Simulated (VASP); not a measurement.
Here is the system:

```
CELL_PARAMETERS angstrom
      1.65040    -2.85858     0.00000
      1.65040     2.85858     0.00000
      0.00000     0.00000    13.07510
ATOMIC_POSITIONS crystal
  W  0.33333 0.66667 0.25000
  W  0.66667 0.33333 0.75000
  Se 0.33333 0.66667 0.87910
  Se 0.66667 0.33333 0.37910
  Se 0.66667 0.33333 0.12090
  Se 0.33333 0.66667 0.62090
```

Computed with optB86b-vdW, VASP's PBE PAW potentials (set 64) (plane waves; VASP). Settings: 520 eV cut-off, Gaussian smearing of 0.050 eV, potentials W_sv Se.

Unless said otherwise, spin-orbit coupling is left out, though it shifts the bands of the heavy elements here.

Q: Give the energies of bands 17 to 30 at the high-symmetry points, in eV from the valence-band maximum.

A: 
```csv
band,Γ,M,K,A,L,H
17,-2.56,-4.77,-4.73,-2.55,-4.37,-4.58
18,-2.54,-4.08,-4.45,-2.55,-4.37,-4.58
19,-2.54,-3.25,-3.96,-2.55,-3.20,-4.21
20,-1.47,-3.15,-3.96,-2.55,-3.20,-4.21
21,-1.47,-2.58,-3.74,-1.44,-2.50,-3.34
22,-1.41,-2.36,-3.74,-1.44,-2.50,-3.34
23,-1.41,-1.36,-2.50,-1.44,-1.27,-2.68
24,-1.07,-1.28,-2.50,-1.44,-1.27,-2.68
25,-1.06,-1.22,-0.41,-0.21,-1.16,-0.31
26,0.00,-1.04,-0.17,-0.21,-1.16,-0.31
27,2.64,2.12,1.35,2.64,2.13,1.35
28,2.65,2.15,1.35,2.64,2.13,1.35
29,2.69,2.29,1.89,2.64,2.48,2.40
30,2.70,2.62,3.03,2.64,2.48,2.40
```

The gap is indirect, 0.95 eV, from the valence maximum at Γ to the conduction minimum at K-Γ at 0.44.

The compound is WSe2 in the 2H layered structure. It was relaxed first.
